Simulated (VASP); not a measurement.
A run of VASP 6.6.1 is set up as follows.

Contents of INCAR:

```
PREC = Accurate ; ENCUT = 600
EDIFF = 1E-6 ; ISMEAR = 1
SIGMA = 0.1 ; LREAL = False
LASPH = True ; NELM = 100
ALGO = Fast ; ISIF = 3
LWAVE = False ; LCHARG = False
GGA = PE ; IBRION = 2
NSW = 40 ; EDIFFG = -0.005
```

The input KPOINTS:

```
regular mesh
0
Gamma
  8 8 8
```

File POSCAR:

```
GaSn
1.0
    0.0000000000      2.7293289900      2.7293289900
    2.7293289900      0.0000000000      2.7293289900
    2.7293289900      2.7293289900      0.0000000000
Ga Sn
1 1
Direct
    0.5000000000      0.5000000000      0.5000000000
    0.0000000000      0.0000000000      0.0000000000
```

Potentials or basis: VASP PAW PBE potentials, release 64 (Ga_d, Sn_d).

Run with:

```bash
$ cat potpaw_PBE.64/Ga_d/POTCAR potpaw_PBE.64/Sn_d/POTCAR > POTCAR
$ mpirun -np 1 vasp_std > vasp.out
```

Q: Predict the space group after relaxing (to 0.05 Å).

A: Fm-3m (No. 225).

Q: Estimate the relaxed cell.

A: a = 4.105 Å, b = 4.105 Å, c = 4.105 Å, α = 60.00°, β = 60.00°, γ = 60.00°.

Q: Estimate the relaxed volume.

A: 24.46 Å³/atom.

Q: What does it give for the band gap on the k mesh?

A: None (metal or under the smearing width).

The path:
| step | energy change (eV) | largest force (eV/Å) | pressure (GPa) | volume (Å³) |
| --- | --- | --- | --- | --- |
| 1 | 0.0000 | 0.0000 | 13.63 | 40.66 |
| 2 | -0.2795 | 0.0000 | -2.26 | 51.72 |
| 3 | -0.3011 | 0.0000 | -0.01 | 48.91 |

Caveat: the volume moved by over 15 % at a fixed basis, so the end points are rough.
